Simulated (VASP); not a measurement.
Input:

```
AgI
1.0
    0.00000     3.37167     3.37167
    3.37167     0.00000     3.37167
    3.37167     3.37167     0.00000
Ag I
1 1
Direct
  0.00000   0.00000   0.00000
  0.25000   0.25000   0.25000
```

Method: revPBE GGA, VASP's PBE PAW potentials (set 64) (plane waves; VASP 6.6.1). Settings: 520 eV cut-off, Gaussian smearing of 0.050 eV, potentials Ag I.

Unless said otherwise, spin-orbit coupling is left out, though it shifts the bands of the heavy elements here.

Question: Give the energies of bands 2 to 12 at the high-symmetry points, in eV from the valence-band maximum.

Answer: 
```json
[
 {"band": "2", "Γ": "-3.58", "X": "-3.75", "U": "-3.59", "L": "-3.43", "W": "-3.49"},
 {"band": "3", "Γ": "-3.58", "X": "-3.15", "U": "-3.25", "L": "-3.43", "W": "-3.29"},
 {"band": "4", "Γ": "-3.58", "X": "-3.15", "U": "-3.12", "L": "-3.40", "W": "-3.16"},
 {"band": "5", "Γ": "-2.62", "X": "-2.55", "U": "-2.59", "L": "-2.60", "W": "-2.67"},
 {"band": "6", "Γ": "-2.62", "X": "-2.52", "U": "-2.56", "L": "-2.60", "W": "-2.42"},
 {"band": "7", "Γ": "0.00", "X": "-2.20", "U": "-2.41", "L": "-2.51", "W": "-2.40"},
 {"band": "8", "Γ": "0.00", "X": "-1.43", "U": "-1.61", "L": "-0.57", "W": "-1.67"},
 {"band": "9", "Γ": "0.00", "X": "-1.43", "U": "-1.13", "L": "-0.57", "W": "-1.32"},
 {"band": "10", "Γ": "1.50", "X": "3.93", "U": "4.07", "L": "2.91", "W": "4.53"},
 {"band": "11", "Γ": "6.00", "X": "4.09", "U": "5.14", "L": "6.45", "W": "5.52"},
 {"band": "12", "Γ": "6.00", "X": "8.37", "U": "7.79", "L": "6.45", "W": "6.51"}
]
```

The gap is direct, 1.50 eV, from the valence maximum at Γ to the conduction minimum at Γ.

The compound is AgI in the zinc blende structure, whereas wurtzite is the usual form. It was relaxed first, which changed the volume by +12 %.
